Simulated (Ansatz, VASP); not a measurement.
# Cross-check of LiBe6Si between VASP and Ansatz, part 2 of 3

Aim: how closely do two programs agree when they are given the same cell, functional and k mesh? The cell is generated by rule, not measured, and may not be a known phase. The cell is taken from a series of runs on this material, whose earlier steps may have relaxed, scaled, displaced or heated it; both programs get it as it stands.

VASP 6.6.1 and Ansatz 0.2.0.

So far: The starting structure; Ansatz: zone-centre phonons, LDA.

## Step 3: VASP: zone-centre phonons, LDA

Level of this step: LDA; plane waves and PAW (Li_sv, Be, Si); invented cell (VASP).

The same cell, functional (in two slightly different forms), mesh and smearing now go to VASP, with its own data sets.

Lines of VASP's logs that name or quote its potential files are left out, and so is its time.

The input, INCAR:

```
SYSTEM = LiBe6Si
PREC = Accurate
ENCUT = 750
EDIFF = 1E-08
NELM = 120
ISMEAR = 1
SIGMA = 0.2
LREAL = .FALSE.
ALGO = Normal
GGA = CA
NBANDS = 17
LORBIT = 11
LWAVE = .FALSE.
LCHARG = .FALSE.
ISIF = 2
IBRION = 8
LASPH = .TRUE.
GGA_COMPAT = .FALSE.
KPAR = 2
```

The input, POSCAR:

```
LiBe6Si
1.0
    0.0000000000      3.3011547307      3.3011547307
    3.3011547307      0.0000000000      3.3011547307
    3.3011547307      3.3011547307      0.0000000000
Li Be Si
1 6 1
Direct
    0.5000000000      0.5000000000      0.5000000000
    0.5000000000      0.0000000000      0.0000000000
    0.5000000000      0.5000000000      0.0000000000
    0.0000000000      0.5000000000      0.5000000000
    0.0000000000      0.0000000000      0.5000000000
    0.0000000000      0.5000000000      0.0000000000
    0.5000000000      0.0000000000      0.5000000000
    0.0000000000      0.0000000000      0.0000000000
```

The input, KPOINTS:

```
Automatic mesh
0
Gamma
12 12 12
0 0 0
```

Potentials, in the order of the species: Li_sv, Be and Si (LDA family, release 64).

The run is started by

```console
> mpirun -np 2 vasp_std
```

The program printed:

```text
[banner, memory and clock lines left out]
running    2 mpi-ranks, on    1 nodes
 distrk:  each k-point on    1 cores,    2 groups
 distr:  one band on    1 cores,    1 groups

 POSCAR found type information on POSCAR LiBeSi
 POSCAR found :  3 types and       8 ions
 LDA part: xc-table for (Slater(with rela. corr.)+CA(PZ))
 , standard interpolation
 POSCAR, INCAR and KPOINTS ok, starting setup
 FFT: planning ... GRIDC
 FFT: planning ... GRID_SOFT
 FFT: planning ... GRID
 WAVECAR not read
 entering main loop
       N       E                     dE             d eps       ncg     rms          rms(c)
DAV:   1     0.435359273639E+02    0.43536E+02   -0.92795E+03  2448   0.128E+03
DAV:   2    -0.257389592648E+02   -0.69275E+02   -0.66316E+02  3055   0.224E+02
DAV:   3    -0.312105070196E+02   -0.54715E+01   -0.53920E+01  4496   0.497E+01
DAV:   4    -0.313648501894E+02   -0.15434E+00   -0.15337E+00  3113   0.783E+00
DAV:   5    -0.313682234086E+02   -0.33732E-02   -0.33713E-02  3770   0.113E+00    0.506E+00
DAV:   6    -0.311305382258E+02    0.23769E+00   -0.34857E-01  3062   0.241E+00    0.283E+00
DAV:   7    -0.310877492530E+02    0.42789E-01   -0.97974E-02  3279   0.141E+00    0.655E-01
DAV:   8    -0.310830951827E+02    0.46541E-02   -0.72811E-03  3121   0.453E-01    0.186E-01
DAV:   9    -0.310825632020E+02    0.53198E-03   -0.99472E-04  3384   0.182E-01    0.113E-01
DAV:  10    -0.310825355166E+02    0.27685E-04   -0.10337E-04  3101   0.562E-02    0.121E-02
DAV:  11    -0.310825351675E+02    0.34912E-06   -0.47649E-06  3307   0.162E-02    0.120E-02
DAV:  12    -0.310825349009E+02    0.26659E-06   -0.36180E-07  3249   0.349E-03    0.754E-03
DAV:  13    -0.310825347532E+02    0.14769E-06   -0.30778E-07  3150   0.264E-03    0.133E-03
DAV:  14    -0.310825347532E+02    0.21600E-10   -0.23979E-08  2836   0.969E-04
   1 F= -.31082535E+02 E0= -.31081913E+02  d E =-.186423E-02
 Linear response reoptimize wavefunctions to high precision
DAV:   1    -0.310825347531E+02    0.57980E-10   -0.80820E-10  2354   0.232E-04
 Linear response DOF=           4
 Linear response progress:
  Degree of freedom:   1/  4
       N       E                     dE             d eps       ncg     rms          rms(c)
RMM:   1    -0.193930459254E+00   -0.19393E+00    0.14374E+01  7577   0.318E+01
RMM:   2    -0.200528866139E+00   -0.65984E-02   -0.26132E-02 10811   0.944E-01    0.738E-02
RMM:   3    -0.200753677209E+00   -0.22481E-03   -0.53560E-03 12535   0.334E-01    0.404E-02
RMM:   4    -0.200767469283E+00   -0.13792E-04   -0.74136E-04 12884   0.105E-01    0.137E-02
RMM:   5    -0.200778987152E+00   -0.11518E-04   -0.43449E-04 13436   0.584E-02    0.427E-03
RMM:   6    -0.200783604524E+00   -0.46174E-05   -0.35185E-04 13774   0.421E-02    0.671E-04
RMM:   7    -0.200789480467E+00   -0.58759E-05   -0.32307E-04 13967   0.364E-02    0.332E-04
RMM:   8    -0.200798676166E+00   -0.91957E-05   -0.29311E-04 13584   0.335E-02    0.107E-04
RMM:   9    -0.200800893557E+00   -0.22174E-05   -0.27060E-04 14169   0.314E-02    0.148E-04
RMM:  10    -0.200799080926E+00    0.18126E-05   -0.25062E-04 13168   0.299E-02    0.507E-04
RMM:  11    -0.200807446466E+00   -0.83655E-05   -0.23739E-04 12661   0.286E-02    0.345E-04
RMM:  12    -0.200810423817E+00   -0.29774E-05   -0.21836E-04 14430   0.271E-02    0.458E-04
RMM:  13    -0.200813652030E+00   -0.32282E-05   -0.20512E-04 14090   0.259E-02    0.564E-04
RMM:  14    -0.200817382802E+00   -0.37308E-05   -0.19110E-04 13152   0.247E-02    0.617E-04
[...]
RMM:  19    -0.200830033032E+00   -0.22524E-05   -0.13327E-04 13649   0.187E-02    0.121E-03
RMM:  20    -0.200832430325E+00   -0.23973E-05   -0.12343E-04 13737   0.176E-02    0.133E-03
RMM:  21    -0.200834106067E+00   -0.16757E-05   -0.11429E-04 13196   0.165E-02    0.150E-03
RMM:  22    -0.200836257199E+00   -0.21511E-05   -0.10299E-04 13800   0.153E-02    0.162E-03
RMM:  23    -0.200838209596E+00   -0.19524E-05   -0.93817E-05 13923   0.142E-02    0.173E-03
RMM:  24    -0.200839986629E+00   -0.17770E-05   -0.85381E-05 13623   0.131E-02    0.185E-03
RMM:  25    -0.200841300766E+00   -0.13141E-05   -0.75185E-05 13722   0.121E-02    0.196E-03
RMM:  26    -0.200842556179E+00   -0.12554E-05   -0.65288E-05 12841   0.111E-02    0.205E-03
 first order change of Fermi-energy  -0.12861E-03
 force on displaced ion       1 direction 1 :  -8.138   0.000   0.000
 Linear response progress:
  Degree of freedom:   2/  4
       N       E                     dE             d eps       ncg     rms          rms(c)
RMM:   1    -0.122697840757E-01   -0.12270E-01    0.38689E-03 24661   0.547E-01
RMM:   2    -0.112521608049E-01    0.10176E-02   -0.61636E-04 19147   0.124E-01    0.826E-02
RMM:   3    -0.109951860590E-01    0.25697E-03   -0.44854E-04 18823   0.835E-02    0.339E-02
RMM:   4    -0.111069672427E-01   -0.11178E-03   -0.17040E-04 19538   0.508E-02    0.612E-03
RMM:   5    -0.111220732237E-01   -0.15106E-04   -0.10261E-05 22014   0.134E-02    0.108E-03
RMM:   6    -0.111270462793E-01   -0.49731E-05   -0.13732E-06 23901   0.424E-03    0.437E-04
RMM:   7    -0.111260573789E-01    0.98890E-06   -0.20417E-07 24571   0.155E-03    0.136E-04
RMM:   8    -0.111262018810E-01   -0.14450E-06   -0.91921E-08 24806   0.629E-04    0.363E-05
RMM:   9    -0.111261733467E-01    0.28534E-07    0.11155E-08 25491   0.302E-04    0.704E-06
RMM:  10    -0.111261815552E-01   -0.82085E-08   -0.16037E-08 25777   0.168E-04    0.318E-06
 first order change of Fermi-energy   0.36591E-04
 force on displaced ion       2 direction 1 :  -4.377  -0.000  -0.000
 Linear response progress:
  Degree of freedom:   3/  4
       N       E                     dE             d eps       ncg     rms          rms(c)
RMM:   1    -0.125911632184E-01   -0.12591E-01    0.86885E-03 38537   0.877E-01
RMM:   2    -0.114535919888E-01    0.11376E-02   -0.12273E-03 34297   0.171E-01    0.893E-02
RMM:   3    -0.111792668875E-01    0.27433E-03   -0.56786E-04 34364   0.962E-02    0.369E-02
RMM:   4    -0.112953816450E-01   -0.11611E-03   -0.18405E-04 36137   0.542E-02    0.792E-03
RMM:   5    -0.113211245599E-01   -0.25743E-04   -0.18498E-05 40215   0.171E-02    0.133E-03
RMM:   6    -0.113278517933E-01   -0.67272E-05   -0.29722E-06 43107   0.635E-03    0.611E-04
RMM:   7    -0.113263813062E-01    0.14705E-05   -0.77366E-07 42821   0.257E-03    0.221E-04
RMM:   8    -0.113264369542E-01   -0.55648E-07   -0.16157E-07 44412   0.115E-03    0.517E-05
RMM:   9    -0.113265722628E-01   -0.13531E-06   -0.19410E-08 45045   0.521E-04    0.203E-05
RMM:  10    -0.113266153458E-01   -0.43083E-07   -0.17936E-08 44895   0.277E-04    0.867E-06
RMM:  11    -0.113266073157E-01    0.80301E-08    0.31365E-09 44888   0.167E-04    0.292E-06
 first order change of Fermi-energy  -0.15983E-03
 force on displaced ion       2 direction 2 :  -0.000  -6.395  -0.138
 Linear response progress:
  Degree of freedom:   4/  4
       N       E                     dE             d eps       ncg     rms          rms(c)
RMM:   1    -0.247792074396E-01   -0.24779E-01    0.67538E-02 13944   0.962E-01
RMM:   2    -0.229248886757E-01    0.18543E-02   -0.18092E-03 11112   0.217E-01    0.915E-02
RMM:   3    -0.228905058888E-01    0.34383E-04   -0.75477E-04 11688   0.102E-01    0.389E-02
RMM:   4    -0.230622672305E-01   -0.17176E-03   -0.22419E-04 12491   0.527E-02    0.108E-02
RMM:   5    -0.230700668212E-01   -0.77996E-05   -0.25882E-05 13179   0.187E-02    0.194E-03
RMM:   6    -0.230845934681E-01   -0.14527E-04   -0.29080E-06 13577   0.746E-03    0.976E-04
RMM:   7    -0.230795141140E-01    0.50794E-05    0.11189E-05 13717   0.346E-03    0.534E-04
RMM:   8    -0.230798570318E-01   -0.34292E-06    0.18944E-06 14217   0.145E-03    0.934E-05
RMM:   9    -0.230804169180E-01   -0.55989E-06    0.34740E-06 14310   0.688E-04    0.183E-05
RMM:  10    -0.230804211180E-01   -0.42000E-08    0.57151E-07 14618   0.357E-04    0.126E-05
RMM:  11    -0.230803618365E-01    0.59282E-07    0.83207E-07 14278   0.221E-04    0.124E-05
RMM:  12    -0.230803668745E-01   -0.50381E-08    0.10211E-07 14173   0.162E-04    0.655E-06
RMM:  13    -0.230803688699E-01   -0.19954E-08    0.20197E-07 14716   0.132E-04    0.257E-06
RMM:  14    -0.230803730694E-01   -0.41995E-08    0.37937E-08 14367   0.119E-04    0.759E-07
 first order change of Fermi-energy   0.36064E-03
 force on displaced ion       8 direction 1 :  -8.745   0.000   0.000
 Linear response finished
```

(Part 2 of 3 ends here.)

[Lines on the potential files, build, host, timing and source positions are cut from VASP's logs without a mark.]

[Logs are printed without paths, hosts, clocks, repeated set-up lines and the standing remarks that a program may print on its own settings, such as how far it seeks lower states.]

[Hosts, paths, dates, database ids (printed as entryN), source tags and the programs' standing remarks are cut or masked in the printed files.]
